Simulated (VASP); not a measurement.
Here is the system:

```
CaO
1.0
    0.00000     2.40935     2.40935
    2.40935     0.00000     2.40935
    2.40935     2.40935     0.00000
Ca O
1 1
Cartesian
  4.81871   2.40935   2.40935
  2.40935   2.40935   2.40935
```

Level of theory: MS2 meta-GGA, VASP's PBE PAW potentials (set 64) (plane waves; VASP). Run with 520 eV cut-off, 11×11×11 Γ-centred mesh, tetrahedra with Blöchl corrections, potentials Ca_sv O.

Q: Predict the energy per atom (σ→0), band gap (over mesh and band path) with the smallest direct gap where there is one.

A: 
The band gap (over mesh and band path) is 4.04 eV, the smallest direct gap (over mesh and band path) is 4.42 eV and the energy per atom (σ→0) comes out as -10.262 eV/atom.

Total energies compare only between runs with the same potentials, cut-off and functional.

The compound is CaO in the rock salt structure. It was relaxed first.
